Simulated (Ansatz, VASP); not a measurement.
**Two plane-wave programs on Si**

```
CELL_PARAMETERS angstrom
0.00000 2.71547 2.71547
2.71547 0.00000 2.71547
2.71547 2.71547 0.00000
ATOMIC_POSITIONS crystal
Si 0.50000 0.50000 0.50000
Si 0.75000 0.75000 0.75000
```

Alike in both runs: task single point; functional LDA; k mesh 6 × 6 × 6; occupations gaussian, width 0.1 eV; no spin polarisation.

```csv
,VASP,Ansatz
version,VASP 6.6.1,Ansatz 0.2.0
potentials or method,"VASP PAW LDA potentials, release 64 (Si)","scalar-relativistic, plane waves, PAW"
plane-wave cutoff (eV),520,420
valence electrons in the cell,8,8
```

|  | VASP | Ansatz | Ansatz less VASP |
| --- | --- | --- | --- |
| gap on the k mesh at the Fermi level (eV) | 0.60 | 0.60 | +0.002 |
| least direct gap on the mesh (eV) | 2.52 | 2.52 | +0.002 |
| pressure (GPa) | -1.4 | -1.4 | -0.04 |

A k mesh can miss the band edges. LDA gaps usually lie below the measured ones, often by a third to a half.
